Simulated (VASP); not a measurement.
Si3Ge:

```xyz
8
Lattice="7.9093 0.1031 0.1435 0.0515 3.9884 -0.0409 0.1014 -0.0578 5.4223" Properties=species:S:1:pos:R:3 pbc="T T T"
Si    2.0342    2.0459    2.6428
Si    5.9931    2.0866    2.7988
Si    2.0787    0.0507    4.0974
Si    6.0585    0.0854    4.1359
Si    7.9124    2.0373    1.4447
Si    4.0489    1.9821    1.5083
Ge    0.0601    3.9573   -0.0356
Ge    4.1327    0.0373    5.4577
```

The cell was built by a generator and needn't be a form met in nature.

* Program: VASP 6.6.1
* Task: relaxation of cell and atoms
* Functional: PBE
* Potentials or basis: VASP PAW PBE potentials, release 64 (Si, Ge_d)
* Cutoff: 520 eV
* k mesh: 3 × 6 × 4
* Occupations: gaussian, width 0.15 eV
* Spin: no spin polarisation

At the start: pressure -0.7 GPa; volume 21.37 Å³/atom.

Task: How do energy, volume and symmetry change on relaxing?

Result: Over 25 steps the energy falls by 45.1 meV/atom and the volume is 21.14 Å³/atom (-1.1 %); space group P-4m2 (No. 115, to 0.05 Å).

Step by step:
| step | energy change (eV) | largest force (eV/Å) | pressure (GPa) | volume (Å³) |
| --- | --- | --- | --- | --- |
| 1 | 0.0000 | 1.3959 | -0.66 | 170.94 |
| 2 | -0.2512 | 0.7974 | 0.34 | 168.61 |
| 3 | -0.2686 | 0.6492 | 0.02 | 169.11 |
| 4 | -0.3346 | 0.2451 | 0.21 | 168.79 |
| 5 | -0.3354 | 0.2682 | 0.20 | 168.76 |
| 6 | -0.3480 | 0.1725 | 0.17 | 169.35 |
| 7 | -0.3491 | 0.1645 | -0.25 | 169.65 |
| 8 | -0.3535 | 0.1166 | -0.22 | 169.10 |
| 9 | -0.3534 | 0.1277 | 0.03 | 169.04 |
| 10 | -0.3534 | 0.1206 | -0.07 | 169.08 |
| 11 | -0.3559 | 0.0776 | 0.16 | 168.63 |
| 12 | -0.3560 | 0.0857 | 0.36 | 168.47 |
| 13 | -0.3578 | 0.0911 | -0.06 | 169.06 |
| 14 | -0.3579 | 0.0948 | 0.00 | 169.13 |
| 15 | -0.3580 | 0.0977 | -0.13 | 169.27 |
| 16 | -0.3595 | 0.0494 | -0.05 | 169.27 |
| 17 | -0.3599 | 0.0435 | -0.06 | 169.27 |
| 18 | -0.3598 | 0.0775 | -0.06 | 169.27 |
| 19 | -0.3600 | 0.0598 | -0.04 | 169.27 |
| 20 | -0.3600 | 0.0668 | -0.06 | 169.27 |
| 21 | -0.3600 | 0.0624 | -0.06 | 169.27 |
| 22 | -0.3606 | 0.0461 | 0.05 | 169.09 |
| 23 | -0.3606 | 0.0329 | 0.05 | 169.10 |
| 24 | -0.3606 | 0.0402 | 0.01 | 169.10 |
| 25 | -0.3608 | 0.0164 | 0.03 | 169.12 |

Final structure:
```yaml
crystal:
  lattice:
    - [7.82798, -0.00188, -0.00063]
    - [-0.00047, 3.91397, 0.00021]
    - [0.00146, -0.00051, 5.51980]
  atoms:
    - { symbol: Si, position: [0.25214, 0.50525, 0.49807] }
    - { symbol: Si, position: [0.75183, 0.50470, 0.49757] }
    - { symbol: Si, position: [0.25185, 0.00511, 0.74228] }
    - { symbol: Si, position: [0.75196, 0.00461, 0.74182] }
    - { symbol: Si, position: [0.00203, 0.50296, 0.25420] }
    - { symbol: Si, position: [0.50181, 0.50395, 0.25339] }
    - { symbol: Ge, position: [0.00175, 0.00297, 0.99823] }
    - { symbol: Ge, position: [0.50197, 0.00397, 0.99760] }
```
